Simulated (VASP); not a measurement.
# IrO2 (space group P4_2/mnm): computed properties

All values below come from LDA (Ceperley-Alder, Perdew-Zunger), VASP's LDA PAW potentials (set 64) (plane waves; VASP).

```
Item                                                                                                   Result
----------------------------------  -------------------------------------------------------------------------
space group                                                                                    P4_2/mnm (136)
cell                                a = 4.453 Å, b = 4.453 Å, c = 3.148 Å, α = 90.00°, β = 90.00°, γ = 90.00°
volume per atom                                                                                 10.40 Å³/atom
band gap (over mesh and band path)                                   none (metal, semimetal or under 0.01 eV)
band gap with spin-orbit coupling                                                             none (metallic)
density                                                                                           11.93 g/cm³
```

```xyz
6
Lattice="4.4533 0.0000 0.0000 0.0000 4.4533 0.0000 0.0000 0.0000 3.1478" Properties=species:S:1:pos:R:3 pbc="T T T"
Ir     2.2267     2.2267     1.5739
Ir     0.0000     4.4533     0.0000
O      3.0780     3.0780     3.1478
O      1.3753     1.3753     0.0000
O      3.6020     0.8513     1.5739
O      0.8513     3.6020     1.5739
```

Unless said otherwise, spin-orbit coupling is left out, though it shifts the bands of the heavy elements here.

The structure comes from a computed database's IrO2 entry (P4_2/mnm); how it stands against other phases isn't given here. It was relaxed first. Symmetry was kept, so distortions that lower it aren't found.
